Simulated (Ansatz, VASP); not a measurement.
**Two plane-wave programs on LiSb2P2**

File INCAR:

```
SYSTEM = LiSb2P2
ALGO = Fast
EDIFF = 1E-6
EDIFFG = -0.04
ENCUT = 600
GGA = PE
IBRION = 2
ISIF = 3
ISMEAR = 0
LASPH = .TRUE.
LCHARG = .FALSE.
LREAL = .FALSE.
LWAVE = .FALSE.
NELM = 100
NSW = 90
PREC = Accurate
SIGMA = 0.1
```

The input KPOINTS:

```
k-points
0
G
  6 6 4
  0 0 0
```

Contents of POSCAR:

```
LiSb2P2
1.0
    4.7199178885      0.0000000000      0.0000000000
   -2.3599589442      4.0875687952      0.0000000000
    0.0000000000      0.0000000000      6.2683743914
Li Sb P
1 2 2
Direct
    0.0000000000      0.0000000000      0.0000000000
    0.3333333333      0.6666666667      0.2824460875
    0.6666666667      0.3333333333      0.7175539125
    0.3333333333      0.6666666667      0.7360390693
    0.6666666667      0.3333333333      0.2639609307
```

Input for Ansatz:

```yaml
crystal:
  lattice:
    - [4.7199178885, 0.0, 0.0]
    - [-2.3599589442, 4.0875687952, 0.0]
    - [0.0, 0.0, 6.2683743914]
  atoms:
    - { symbol: Li, position: [0.0, 0.0, 0.0] }
    - { symbol: Sb, position: [0.3333333333, 0.6666666667, 0.2824460875] }
    - { symbol: Sb, position: [0.6666666667, 0.3333333333, 0.7175539125] }
    - { symbol: P, position: [0.3333333333, 0.6666666667, 0.7360390693] }
    - { symbol: P, position: [0.6666666667, 0.3333333333, 0.2639609307] }
basis:
  ecutwfc: 420
kpoints:
  mp_grid: { grid: [6, 6, 4] }
hamiltonian:
  xc: pbe
scf:
  occupations: { method: gaussian, width: 0.1 }
  lower_state_search: "off"
output:
  forces: true
  stress: true
  eigenvalues: true
relax:
  adjacent_minimum: "off"
  f_tol: 0.04
  max_steps: 70
  cell: { stress_tol: 0.4 }
```

Change from the starting cell: species swapped into the CaAl2Ge2 type (P-3m1, No. 164).

Alike in both runs: task relaxation of cell and atoms; functional PBE; k mesh 6 × 6 × 4; occupations gaussian, width 0.1 eV; no spin polarisation.

|  | VASP | Ansatz |
| --- | --- | --- |
| version | VASP 6.6.1 | Ansatz 0.2.0 |
| potentials or method | VASP PAW PBE potentials, release 64 (Li_sv, Sb, P) | scalar-relativistic, plane waves, PAW |
| plane-wave cutoff (eV) | 600 | 420 |
| valence electrons in the cell | 23 | 43 |

|  | VASP | Ansatz | Ansatz less VASP |
| --- | --- | --- | --- |
| gap on the k mesh at the Fermi level, each at its own relaxed structure (eV) | none | none | - |
| relaxed volume (Å³/atom) | 22.85 | 22.87 | +0.020 |
| relaxed cell length with the largest relative difference (Å) | 5.658 | 5.672 | +0.0136 |
| energy change over the relaxation (meV/atom) | -62 | -61 | +0.6 |

A gap of «none» marks a metal or a gap that the smearing closes. The two sets of potentials don't hold the same shells in valence.

Caveats: the cutoff is under 1.25 times the usual one of these potentials, so pressure, stress and relaxed cells hold a basis-set (Pulay) error (VASP). Spin-orbit coupling is left out, which matters for the levels of Sb.
